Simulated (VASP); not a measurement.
```
TiGe2
1.0
   -1.67428     1.67428     4.09787
    1.67428    -1.67428     4.09787
    1.67428     1.67428    -4.09787
Ti Ge
1 2
Direct
  0.00000   0.00000   0.00000
  0.33530   0.33530   0.00000
  0.66470   0.66470   0.00000
```

Calculation: PBE GGA, VASP's PBE PAW potentials (set 64) (plane waves; VASP 6.6.1). Numerical set-up: 300 eV cut-off, 8×8×8 Γ-centred mesh, Gaussian smearing of 0.20 eV, potentials Ti_sv Ge_d.

At this cut-off the stress carries a Pulay error, which pulls relaxed volumes low.

Problem. Estimate the energy per atom (σ→0), pressure, largest force, band gap (on the k-mesh) with the smallest direct gap where there is one.

Solution. 
```
Property                                                    Result
------------------------  ----------------------------------------
band gap (on the k-mesh)  none (metal, semimetal or under 0.01 eV)
energy per atom (σ→0)                               -5.832 eV/atom
pressure                                                 78.0 kbar
largest force                                           0.111 eV/Å
```

The structure was generated: TiGe2 was put into an ordered model structure, which need not be its known phase. The cell was not relaxed at this level. The k-mesh is coarse (spacing up to 0.33 per Å, 2π included), so the numbers may not be converged in it.
